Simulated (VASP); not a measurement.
**ZnHg3: relaxation of cell and atoms with LDA**

ZnHg3:

```xyz
4
Lattice="4.5632 0.0000 0.0000 0.0000 4.5632 0.0000 0.0000 0.0000 4.5632" Properties=species:S:1:pos:R:3 pbc="T T T"
Zn    2.2816    2.2816    2.2816
Hg    2.2816    0.0000    0.0000
Hg    0.0000    2.2816    0.0000
Hg    0.0000    0.0000    2.2816
```

The cell comes from a database or a generator and needn't be the stable form of this composition.

```json
{
 "Program": "VASP 6.6.1",
 "Task": "relaxation of cell and atoms",
 "Functional": "LDA",
 "Potentials or basis": "VASP PAW LDA potentials, release 64 (Zn, Hg)",
 "Cutoff": "600 eV",
 "k mesh": "5 × 5 × 5",
 "Occupations": "methfessel-paxton, width 0.1 eV",
 "Spin": "no spin polarisation",
 "Dipole correction": "no",
 "Further INCAR settings": "ALGO = Fast; EDIFF = 1e-07; IBRION = 2; EDIFFG = -0.03; NSW = 60; ISIF = 3"
}
```

* Relaxed volume: 20.10 Å³/atom
* Relaxed cell: a = 4.316 Å, b = 4.316 Å, c = 4.316 Å, α = 90.00°, β = 90.00°, γ = 90.00°
* Space group after relaxing (to 0.05 Å): Pm-3m (No. 221)
* Energy gained by relaxing: 91.2 meV/atom
* Ionic steps: 5
* Pressure after relaxing: -0.1 GPa
* Band gap on the k mesh: none (metal or under the smearing width)

The path:
```csv
step,energy change (eV),largest force (eV/Å),pressure (GPa),volume (Å³)
1,0.0000,0.0000,-5.38,95.02
2,-0.3231,0.0000,-2.95,84.47
3,-0.3617,0.0000,-0.88,81.34
4,-0.3647,0.0000,0.25,80.11
5,-0.3646,0.0000,-0.12,80.39
```

Final structure:
```cif
data_structure
_symmetry_space_group_name_H-M 'P 1'
_symmetry_Int_Tables_number 1
_cell_length_a 4.3159
_cell_length_b 4.3159
_cell_length_c 4.3159
_cell_angle_alpha 90.000
_cell_angle_beta 90.000
_cell_angle_gamma 90.000
_cell_volume 80.39
loop_
_atom_site_label
_atom_site_type_symbol
_atom_site_fract_x
_atom_site_fract_y
_atom_site_fract_z
_atom_site_occupancy
Zn1 Zn 0.50000 0.50000 0.50000 1
Hg1 Hg 0.50000 0.00000 0.00000 1
Hg2 Hg 0.00000 0.50000 0.00000 1
Hg3 Hg 0.00000 0.00000 0.50000 1
```

Levels at points of the mesh, in eV from the Fermi level:
```csv
k point,band 20,band 21,band 22,band 23,band 24,band 25,band 26,band 27,band 28
"(0.00, 0.00, 0.00)",-5.93,-5.93,-0.88,-0.88,-0.88,0.72,0.72,1.25,6.59
```

Run time: 61 s on 1 thread of Intel(R) Xeon(R) Platinum 8559C (Emerald Rapids) (shared host), peak memory 0.2 GiB.

Caveat: the volume moved by over 15 % at a fixed basis, so the end points are rough. Spin-orbit coupling is left out, which matters for the levels of Hg.
